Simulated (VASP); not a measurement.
# Si3P4 (I-42m) in VASP: elastic constants with PBE

Aim: the elastic constants of Si3P4 with PBE.

All numbers are computed with VASP 6.6.1; they aren't measurements. Logs are shortened: lines on timing, memory, paths and dates and some standing lists are left out, and cuts for length are marked.

### 1 Starting point

The structure is tetragonal, space group I-42m (No. 121). Conventional cell: a = 5.120 Å, b = 5.120 Å, c = 10.241 Å, α = 90.00°, β = 90.00°, γ = 90.00°. Si (site symmetry -4) is surrounded by 4 P at 2.29 Å. Si (site symmetry -42m) is surrounded by 4 P at 2.27 Å. P (site symmetry m) has 3 Si at 2.27 to 2.29 Å as nearest neighbours.

The cell was built by a generator and needn't be a form met in nature.

### 2 Elastic constants, PBE

POSCAR reads:

```
Si3P4
1.0
   -2.5601700000      2.5601700000      5.1203400000
    2.5601700000     -2.5601700000      5.1203400000
    2.5601700000      2.5601700000     -5.1203400000
Si P
3 4
Direct
    0.7500000000      0.2500000000      0.5000000000
    0.2500000000      0.7500000000      0.5000000000
    0.5000000000      0.5000000000      0.0000000000
    0.3452520000      0.8830800000      0.0000000000
    0.8830800000      0.3452520000      0.0000000000
    0.1169200000      0.1169200000      0.4621720000
    0.6547480000      0.6547480000      0.5378280000
```

INCAR.step1 reads:

```
PREC     = Accurate       # precision mode
ENCUT    = 520            # plane-wave cutoff, eV
EDIFF    = 1E-8           # SCF threshold, eV
ISMEAR   = 0              # smearing method
SIGMA    = 0.1            # smearing width, eV
LREAL    = F              # projectors in reciprocal space
LASPH    = T              # aspherical terms in the spheres
NELM     = 80             # most SCF steps
ALGO     = Normal         # electronic algorithm
ISIF     = 3              # what is computed and relaxed
LWAVE    = F              # write WAVECAR
LCHARG   = F              # write CHGCAR
GGA      = PE             # functional
KPAR     = 8            
IBRION   = 2              # ionic algorithm
NSW      = 40             # ionic steps
EDIFFG   = -0.002         # ionic threshold
```

INCAR.step2 reads:

```
PREC     = Accurate       # precision mode
ENCUT    = 520            # plane-wave cutoff, eV
EDIFF    = 1E-8           # SCF threshold, eV
ISMEAR   = 0              # smearing method
SIGMA    = 0.1            # smearing width, eV
LREAL    = F              # projectors in reciprocal space
LASPH    = T              # aspherical terms in the spheres
NELM     = 80             # most SCF steps
ALGO     = Normal         # electronic algorithm
ISIF     = 3              # what is computed and relaxed
LWAVE    = F              # write WAVECAR
LCHARG   = F              # write CHGCAR
GGA      = PE             # functional
KPAR     = 8            
IBRION   = 6              # ionic algorithm
NFREE    = 2            
POTIM    = 0.015          # step
NSW      = 1              # ionic steps
```

KPOINTS reads:

```
regular mesh
0
Gamma
  6 6 6
```

Potentials or basis: VASP PAW PBE potentials, release 64 (Si, P).

Command:

```console
> cat potpaw_PBE.64/Si/POTCAR potpaw_PBE.64/P/POTCAR > POTCAR
> cp INCAR.step1 INCAR
> mpirun -np 8 vasp_std > vasp.out
> cp CONTCAR POSCAR
> cp INCAR.step2 INCAR
> mpirun -np 8 vasp_std > vasp.out
```

OUTCAR:

```text
PREC = Accurate
   ENCUT = 520
   EDIFF = 1E-8
   ISMEAR = 0
   LREAL = F
   LASPH = T
   NELM = 80
   ISIF = 3
   GGA = PE
   IBRION = 6
   NFREE = 2
   POTIM = 0.015
   NSW = 1

 ion  position               nearest neighbor table
   1  0.750  0.250  0.500-   5 2.29   6 2.29   7 2.29   4 2.29
   2  0.250  0.750  0.500-   4 2.29   6 2.29   7 2.29   5 2.29
   3  0.500  0.500  0.000-   7 2.27   4 2.27   5 2.27   6 2.27
   4  0.345  0.883  0.000-   3 2.27   1 2.29   2 2.29
   5  0.883  0.345  0.000-   3 2.27   2 2.29   1 2.29
   6  0.117  0.117  0.462-   3 2.27   1 2.29   2 2.29
   7  0.655  0.655  0.538-   3 2.27   2 2.29   1 2.29

  LATTYP: Found a body centered tetragonal cell.
 ALAT       =     5.1204533375
 C/A-ratio  =     1.9998834003

  Lattice vectors:

 A1 = (  -2.5602266687,   2.5602266687,   5.1201548159)
 A2 = (   2.5602266687,  -2.5602266687,   5.1201548159)
 A3 = (   2.5602266687,   2.5602266687,  -5.1201548159)

Analysis of symmetry for initial positions (statically):
=====================================================================
 Subroutine PRICEL returns:
 Original cell was already a primitive cell.

 Routine SETGRP: Setting up the symmetry group for a
 body centered tetragonal supercell.

 Subroutine GETGRP returns: Found  8 space group operations
 (whereof  8 operations were pure point group operations)
 out of a pool of 16 trial point group operations.

The static configuration has the point symmetry D_2d.

Analysis of symmetry for dynamics (positions and initial velocities):
=====================================================================
 Subroutine PRICEL returns:
 Original cell was already a primitive cell.

 Routine SETGRP: Setting up the symmetry group for a
 body centered tetragonal supercell.

 Subroutine GETGRP returns: Found  8 space group operations
 (whereof  8 operations were pure point group operations)
 out of a pool of 16 trial point group operations.

The dynamic configuration has the point symmetry D_2d.

 Subroutine INISYM returns: Found  8 space group operations
 (whereof  8 operations are pure point group operations),
 and found     1 'primitive' translations

----------------------------------------------------------------------------------------

                                     Primitive cell

  volume of cell :     134.2456

  direct lattice vectors                    reciprocal lattice vectors
    -2.560226669  2.560226669  5.120154816     0.000000000  0.195295208  0.097653297
     2.560226669 -2.560226669  5.120154816     0.195295208  0.000000000  0.097653297
     2.560226669  2.560226669 -5.120154816     0.195295208  0.195295208  0.000000000

  length of vectors
     6.271005225  6.271005225  6.271005225     0.218349227  0.218349227  0.276189132

  position of ions in fractional coordinates (direct lattice)
     0.750000000  0.250000000  0.500000000
     0.250000000  0.750000000  0.500000000
     0.500000000  0.500000000  0.000000000
     0.345278440  0.883098527  0.000000000
     0.883098527  0.345278440  0.000000000
     0.116901473  0.116901473  0.462179913
     0.654721560  0.654721560  0.537820087

  ion indices of the primitive-cell ions
   primitive index   ion index
                 1           1
                 2           2
[... 133 lines left out ...]
  Direction    XX          YY          ZZ          XY          YZ          ZX
  --------------------------------------------------------------------------------------
  -------------------------------------------------------------------------------------
  Total        0.0023907      0.0023907      0.0057468      0.0000000      0.0000000      0.0000000
  in kB        0.0285320      0.0285320      0.0685858      0.0000000      0.0000000      0.0000000
  external PRESSURE =       0.0418833 kB  Pullay stress =       0.0000000 kB
[... 104 lines left out ...]
  FREE ENERGIE OF THE ION-ELECTRON SYSTEM (eV)
  ---------------------------------------------------
  free  energy   TOTEN  =       -38.6227513276 eV

  energy  without entropy=      -38.6226352903  energy(sigma->0) =      -38.62269331

[... ionic steps 4 to 22 ...]

--------------------------------------- Ionic step       23  -------------------------------------------

 number of electron      32.0000000 magnetization

------------------------ aborting loop because EDIFF is reached ----------------------------------------
[... 77 lines left out ...]
--------------------------------------- Ionic step       25  -------------------------------------------

 number of electron      32.0000000 magnetization

 Free energy of the ion-electron system (eV)
  ---------------------------------------------------
  ext. energy  EPLUGINS =         0.00000000
  ---------------------------------------------------
  free energy    TOTEN  =       -38.63577820 eV

  energy without entropy =      -38.63572978  energy(sigma->0) =      -38.63575399

 E-fermi :   6.2641     XC(G=0):  -9.7227

 val. band max:        6.0749961162   @ k =   0.0000   0.0000   0.0000
 cond. band min:       6.4216282386   @ k =   0.5000   0.5000   0.5000
 fundamental gap:      0.3466321224
 Fermi energy:         6.2640770216

 k-point     1 :       0.0000    0.0000    0.0000
  band No.  band energies     occupation
      1      -7.6421      2.00000
      2      -4.1528      2.00000
      3      -4.0644      2.00000
      4      -4.0536      2.00000
      5      -2.4549      2.00000
      6      -2.2490      2.00000
[... 541 lines left out ...]
     19       7.9565      0.00000
     20       8.3051      0.00000

 [... further k-points ...]

------------------------ aborting loop because EDIFF is reached ----------------------------------------

  FORCE on cell =-STRESS in cart. coord.  units (eV):
  Direction    XX          YY          ZZ          XY          YZ          ZX
  --------------------------------------------------------------------------------------
  -------------------------------------------------------------------------------------
  Total       -0.0038289     -0.0038289     -0.1276068     -0.0984970     -0.0630869      0.0630869
  in kB       -0.0456971     -0.0456971     -1.5229462     -1.1755303     -0.7529216      0.7529219
  external PRESSURE =      -0.5381135 kB  Pullay stress =       0.0000000 kB
[... 22 lines left out ...]
  FREE ENERGIE OF THE ION-ELECTRON SYSTEM (eV)
  ---------------------------------------------------
  free  energy   TOTEN  =       -38.6357782001 eV

  energy  without entropy=      -38.6357297824  energy(sigma->0) =      -38.63575399

 INTERNAL STRAIN TENSORS FROM STRAINED CELLS
 ============================================

 INTERNAL STRAIN TENSOR FOR ION    1 for displacements in x,y,z  (eV/Angst):
          X           Y           Z          XY          YZ          ZX
  --------------------------------------------------------------------------------
  x    -0.00000    -0.00000    -0.00000    -0.00000    -8.13736     0.57997
  y     0.00000     0.00000    -0.00000    -0.00000    -0.58039    -8.13589
  z     2.87826    -2.87871     0.00000    -8.97258     0.00001    -0.00000

 INTERNAL STRAIN TENSORS FROM DISPLACED ATOMS
 ============================================

 INTERNAL STRAIN TENSOR FOR ION    1 for displacements in x,y,z  (eV/Angst):
          X           Y           Z          XY          YZ          ZX
  --------------------------------------------------------------------------------
  x     0.00000     0.00000     0.00000     0.00000    -8.13586     0.58461
  y     0.00000     0.00000     0.00000     0.00000    -0.58461    -8.13586
  z     2.87741    -2.87741     0.00000    -8.97329     0.00000     0.00000

 INTERNAL STRAIN TENSOR FOR ION    7 for displacements in x,y,z  (eV/Angst):
          X           Y           Z          XY          YZ          ZX
  --------------------------------------------------------------------------------
  x    -8.61973    -0.82296    -1.58532    -4.71740     6.38605    -3.20809
  y    -0.82296    -8.61973    -1.58532    -4.71739    -3.20810     6.38605
  z    -0.63954    -0.63954    -8.92454     6.64559    -4.19421    -4.19422

 Eigenvectors and eigenvalues of the dynamical matrix
 ----------------------------------------------------

   1 f  =   14.982573 THz    94.138284 2PiTHz  499.764849 cm-1    61.962916 meV
             X         Y         Z           dx          dy          dz
     -0.000000  2.560227  2.560077    -0.000000    0.000000   -0.579351
      2.560227 -0.000000  2.560077     0.000000   -0.000000   -0.579351
      0.000000  0.000000  5.120155     0.000000    0.000000   -0.018811
      1.376941 -1.376941  6.289480     0.041930   -0.041930    0.280306
     -1.376941  1.376941  6.289480    -0.041930    0.041930    0.280306
      1.183285  1.183285 -1.169325     0.041930    0.041930    0.280306
      1.376941  1.376941  3.950829    -0.041930   -0.041930    0.280306
[... 191 lines left out ...]
  21 f/i=    0.001680 THz     0.010558 2PiTHz    0.056050 cm-1     0.006949 meV
             X         Y         Z           dx          dy          dz
     -0.000000  2.560227  2.560077    -0.144093   -0.337957   -0.000000
      2.560227 -0.000000  2.560077    -0.144187   -0.337917   -0.000000
      0.000000  0.000000  5.120155    -0.144082   -0.337801   -0.000000
      1.376941 -1.376941  6.289480    -0.151474   -0.354869    0.000023
     -1.376941  1.376941  6.289480    -0.151474   -0.354869   -0.000023
      1.183285  1.183285 -1.169325    -0.151201   -0.354753   -0.000056
      1.376941  1.376941  3.950829    -0.151201   -0.354753    0.000056

--------------------------------------------------------------------------------------------------------

 ELASTIC MODULI CONTR FROM IONIC RELAXATION (kBar)
 Direction    XX          YY          ZZ          XY          YZ          ZX
 --------------------------------------------------------------------------------
 XX        -376.7783   -156.7626   -193.0062      0.0000      0.0000      0.0000
 YY        -156.7626   -376.7783   -193.0062     -0.0000      0.0000     -0.0000
 ZZ        -193.0062   -193.0062   -388.9570      0.0000      0.0000      0.0000
 XY           0.0000     -0.0000      0.0000   -317.8342     -0.0000     -0.0000
 YZ           0.0000      0.0000      0.0000      0.0000   -354.6191     -0.0000
 ZX           0.0000     -0.0000      0.0000     -0.0000     -0.0000   -354.6190
 --------------------------------------------------------------------------------

 TOTAL ELASTIC MODULI (kBar)
 Direction    XX          YY          ZZ          XY          YZ          ZX
 --------------------------------------------------------------------------------
 XX        1123.7304    416.1718    364.0098      0.0000      0.0000      0.0000
 YY         416.1718   1123.7304    364.0098     -0.0000      0.0000     -0.0000
 ZZ         364.0098    364.0098   1122.3666      0.0000      0.0000      0.0000
 XY           0.0000     -0.0000      0.0000    677.1501     -0.0000     -0.0000
 YZ           0.0000      0.0000      0.0000      0.0000    618.3275     -0.0000
 ZX           0.0000     -0.0000      0.0000     -0.0000     -0.0000    618.3276
 --------------------------------------------------------------------------------
```

Wall time 14 min (8 MPI ranks of Intel Xeon Platinum 8488C (Sapphire Rapids), shared host); peak memory 0.68 GiB.

Results:

```
Voigt bulk modulus                                      : 63 GPa
Highest phonon frequency at Γ, LO-TO splitting left out : 500 cm⁻¹
```

Phonon frequencies in cm⁻¹ (negative: imaginary):
```
              q point                                                                    frequencies
(0.000, 0.000, 0.000)  0 0 0 151 151 199 208 208 240 255 328 370 394 394 407 438 438 446 470 470 500
```

Elastic tensor in Voigt notation (GPa, in the Cartesian axes of the cell as first typed):
```
112  42  36   0   0   0
 42 112  36   0   0   0
 36  36 112   0   0   0
  0   0   0  62   0   0
  0   0   0   0  62   0
  0   0   0   0   0  68
```

Clamped-ion elastic tensor (GPa):
```
150  57  56   0   0   0
 57 150  56   0   0   0
 56  56 151   0   0   0
  0   0   0  97   0   0
  0   0   0   0  97   0
  0   0   0   0   0  99
```
